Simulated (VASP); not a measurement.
Given:

```yaml
crystal:
  lattice:
    - [3.58348, 0.00000, 0.00000]
    - [-1.79174, 3.10338, 0.00000]
    - [0.00000, 0.00000, 17.41488]
  atoms:
    - { symbol: Rh, position: [0.66667, 0.33333, 0.50000] }
    - { symbol: Te, position: [0.33333, 0.66667, 0.40196] }
    - { symbol: Te, position: [0.33333, 0.66667, 0.59805] }
```

All values below come from PBE GGA, VASP's PBE PAW potentials (set 64) (plane waves; VASP). Numerical set-up: 300 eV cut-off, 7×7×1 Γ-centred mesh, Fermi-Dirac smearing of 0.10 eV, potentials Rh_pv Te.

The cell holds a wide vacuum, so values per volume refer to the whole cell. Unless said otherwise, spin-orbit coupling is left out, though it shifts the bands of the heavy elements here.

What does the run give for the energy per atom (σ→0), band gap (on the k-mesh) with the smallest direct gap where there is one?

```json
{
 "band gap (on the k-mesh)": "none (metal, semimetal or under 0.01 eV)",
 "energy per atom (σ→0)": "-4.653 eV/atom"
}
```

The cell is a sheet with vacuum, built from a generated structure.
